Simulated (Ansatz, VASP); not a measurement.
# Ta4N (N/Ta(110)) in two plane-wave programs, part 2 of 2

Aim: how closely do two programs agree when they are given the same cell, functional and k mesh? Of the first pair: The structure shown is the start of the Ansatz relaxation below; VASP solves that cell, so the two are compared at the walk's first step.

VASP 6.6.1 and Ansatz 0.2.0.

So far. Step 4 (Differences): The forces differ by 6.2 meV/Å r.m.s., which is 0.4 % of the r.m.s. force of 1.512 eV/Å (both taken over all components). With vacuum in the cell, a pressure given here is an average over mostly empty space and none of the material.

### 5. Ansatz: relaxation, PBE

Level of this step: Ansatz beside VASP: Kohn-Sham DFT, plane waves, PBE (Ansatz).

This run makes the geometry at which the two programs are then compared.

The structure compared here is the end of the Ansatz relaxation.

The input, input.yaml:

```yaml
crystal:
  lattice:
    - [2.3405234457, -1.655, 0.0]
    - [2.3405234457, 1.655, 0.0]
    - [0.0, 0.0, 26.8377284103]
  atoms:
    - { symbol: Ta, position: [0.0, 0.0, 0.3353487994] }
    - { symbol: Ta, position: [0.5, 0.5, 0.4225589913] }
    - { symbol: Ta, position: [0.0, 0.0, 0.5098585475] }
    - { symbol: Ta, position: [0.5, 0.5, 0.5936716007] }
    - { symbol: "N", position: [0.84, 0.84, 0.6646512006] }
kpoints:
  mp_grid: { grid: [12, 12, 1] }
hamiltonian:
  xc: pbe
scf:
  occupations: { method: fermi_dirac, width: 0.1 }
  convergence: { dr2_threshold: 1.0e-08 }
efield:
  axis: 3
  dipole_correction: true
  ramp_position: 0.97
  ramp_width: 0.06
relax:
  f_tol: 0.02
  max_steps: 60
  constraints: [{ sites: [0, 1] }]
output:
  write_potential: true
  write_density: true
  volumetric_format: npy
```

Started as:

```
ansatz run input.yaml --threads 4 --pin off --max-ram 6144MiB --backend cpu --events-out ev --progress --plain --runs-dir out
```

Numbers of over 12 decimals in the logs are rounded to 6 here.

Output:

```text
[...]
Crystal: 5 atoms, lattice volume = 207.915 Å³
Basis set: ecut = 420 eV, 4067 PW (Γ), exchange–correlation on 40×40×360 points (8 copies of the dense FFT grid, shifted against one another)
Bands: 35, of which v1, the nominal top of the filled ones, is band 29 counted from 1 (28 counted from 0)
Symmetry: 2 space group operations
[...]
F+E_penalty+E_count = -40112.48983824 eV   max|allowed force component| = 5.685e-3 eV/Å
  atoms:
    - { symbol: Ta, position: [0.0, 0.0, 0.3353487994] }
    - { symbol: Ta, position: [0.5, 0.5, 0.4225589913] }
    - { symbol: Ta, position: [-0.00283788, -0.00283788, 0.508748] }
    - { symbol: Ta, position: [0.473328, 0.473328, 0.601669] }
    - { symbol: N, position: [0.847057, 0.847057, 0.635147] }
[key lines of the parts left out:]
SCF converged after 6 iterations
Free energy (F): -40112.489838 eV
Fermi energy:    3.676307 eV
Dipole field:    D = -0.027465 V/Å  (p = -0.031558 e·Å, saw-weighted, corrected)
Work function:   Φ+ = 5.5482 eV   Φ− = 4.8111 eV
```

### 6. VASP: single point, PBE, relaxed cell, pair 2

The same cell, functional, mesh and smearing now go to VASP, with its own data sets.

The input, INCAR:

```
SYSTEM = Ta4N
PREC = Accurate
ENCUT = 520
EDIFF = 1E-06
NELM = 120
ISMEAR = -1
SIGMA = 0.1
LREAL = .FALSE.
ALGO = Normal
GGA = PE
NBANDS = 30
LASPH = .TRUE.
LORBIT = 11
LWAVE = .FALSE.
LCHARG = .FALSE.
ISIF = 2
LDIPOL = .TRUE.
IDIPOL = 3
DIPOL = 0.5 0.5 0.503
LVHAR = .TRUE.
GGA_COMPAT = .FALSE.
NELMDL = -8
KPAR = 2
```

The input, POSCAR:

```
Ta4N
1.0
    2.3405234457     -1.6550000000      0.0000000000
    2.3405234457      1.6550000000      0.0000000000
    0.0000000000      0.0000000000     26.8377284103
Ta N
4 1
Direct
    0.0000000000      0.0000000000      0.3353487994
    0.5000000000      0.5000000000      0.4225589913
    0.9971621239      0.9971621239      0.5087478193
    0.4733277277      0.4733277277      0.6016693096
    0.8470571815      0.8470571815      0.6351473378
```

The input, KPOINTS:

```
Automatic mesh
0
Gamma
12 12 1
0 0 0
```

The projector-augmented-wave data sets are Ta_pv and N (PBE family, release 64).

Started as:

```
mpirun -np 2 vasp_std
```

Output:

```text
[... set-up lines as in an earlier step ...]
 entering main loop
       N       E                     dE             d eps       ncg     rms          rms(c)
DAV:   1     0.399452978654E+03    0.39945E+03   -0.27341E+04  3292   0.142E+03
DAV:   2    -0.366973666610E+02   -0.43615E+03   -0.42612E+03  3150   0.377E+02
DAV:   3    -0.599780674163E+02   -0.23281E+02   -0.22466E+02  3278   0.771E+01
DAV:   4    -0.609008365453E+02   -0.92277E+00   -0.90786E+00  3394   0.143E+01
[...]
DAV:  37    -0.550822017393E+02   -0.17539E-05   -0.22272E-07  1668   0.234E-03    0.544E-04
DAV:  38    -0.550822027735E+02   -0.10342E-05   -0.10131E-07  1672   0.110E-03    0.258E-04
DAV:  39    -0.550822031956E+02   -0.42219E-06   -0.36846E-08  1530   0.876E-04
   1 F= -.55082203E+02 E0= -.55004414E+02  d E =-.155578E+00
```

OUTCAR, selected parts (step 6):

```text
  Total        6.1036859      3.2474892     -0.7526693      0.0000000      0.0000000     -0.0156297
  in kB       47.0344442     25.0248539     -5.8000003      0.0000000      0.0000000     -0.1204410
  external PRESSURE =      22.0864326 kB  Pullay stress =       0.0000000 kB

 POSITION                                       TOTAL-FORCE (eV/Angst)
 -----------------------------------------------------------------------------------
      0.00000      0.00000      9.00000         0.010843      0.000000      0.370974
      2.34052      0.00000     11.34052        -0.005173      0.000000     -0.383506
      4.66776      0.00000     13.65364        -0.007405      0.000000     -0.000751
      2.21567      0.00000     16.14744        -0.018961      0.000000     -0.092339
      3.96511      0.00000     17.04591         0.020696      0.000000      0.105622
 -----------------------------------------------------------------------------------
    total drift:                               -0.000332      0.000000      0.000137

  FREE ENERGIE OF THE ION-ELECTRON SYSTEM (eV)
  ---------------------------------------------------
  free  energy   TOTEN  =       -55.0822031956 eV

  energy  without entropy=      -54.9266254518  energy(sigma->0) =      -55.00441432

[... 2 parts as in an earlier step ...]

[... 1 further part left out ...]
[key lines of the parts left out:]
E-fermi :  -0.9888
```

### 7. Comparison

What differs besides the data sets and the points named for the pairs above, as far as they apply: the data sets hold 57 valence electrons in Ansatz (on its default PAW (the set named soft_2) files) and 49 in VASP. Total energies have different zeros and are not compared.

The two programs side by side:

```tsv
quantity	Ansatz	VASP	difference
work function, lower of the two faces (eV)	4.81	4.81	0.00
work function, higher of the two faces (eV)	5.55	5.55	-0.01
```

Forces (eV/Å; atoms numbered as in POSCAR):

```tsv
atom	Ansatz x, y, z	VASP x, y, z
Ta1	0.011, 0.000, 0.374	0.011, 0.000, 0.371
Ta2	-0.005, 0.000, -0.379	-0.005, 0.000, -0.384
Ta3	-0.006, 0.000, 0.002	-0.007, 0.000, -0.001
Ta4	-0.002, 0.000, 0.001	-0.019, 0.000, -0.092
N5	0.003, 0.000, 0.003	0.021, 0.000, 0.106
```

The forces differ by 37 meV/Å r.m.s., which is 25.6 % of the r.m.s. force of 0.143 eV/Å (both taken over all components). With vacuum in the cell, a pressure given here is an average over mostly empty space and none of the material.

### 8. What the set-up changes

Further runs change the set-up of one program: Ansatz's method, potentials or start, or VASP's data sets, cutoff or form of LDA. The table gives Ansatz less VASP for each quantity, since a change that brings one quantity closer may part another.

```tsv
run	r.m.s. force difference (meV/Å)	work function, lower of the two faces (eV)	work function, higher of the two faces (eV)
as above	37	0.0023	-0.0066
VASP with the data sets Ta_sv_GW and N	23	0.011	0.0090
```

### 9. Results

```
r.m.s. force difference (single point, PBE, start cell, pair 1)   : 0.41 % of the r.m.s. force
r.m.s. force difference (single point, PBE, relaxed cell, pair 2) : 37 meV/Å
```

**Reading.** The r.m.s. force difference is 37 meV/Å (single point, PBE, relaxed cell, pair 2), beyond the 12 meV/Å picked in this series as the mark of a large difference. The data sets hold unlike numbers of valence electrons (57 in Ansatz and 49 in VASP), so part of the differences comes from the potentials. Single point, PBE, relaxed cell, pair 2, VASP with the data sets Ta_sv_GW and N: r.m.s. force difference goes from 37 to 23 meV/Å; the difference in work function, lower of the two faces goes from 0.0023 to 0.011 eV; the difference in work function, higher of the two faces goes from -0.0066 to 0.0090 eV. Such differences can come from data sets, numerical settings and the points named under the comparisons, not from the functional's error against experiment.

[Lines on the potential files, build, host, timing and source positions are cut from VASP's logs without a mark.]

[Logs are printed without paths, hosts, clocks, repeated set-up lines and the standing remarks that a program may print on its own settings, such as how far it seeks lower states.]

[Hosts, paths, dates, database ids (printed as entryN), source tags and the programs' standing remarks are cut or masked in the printed files.]
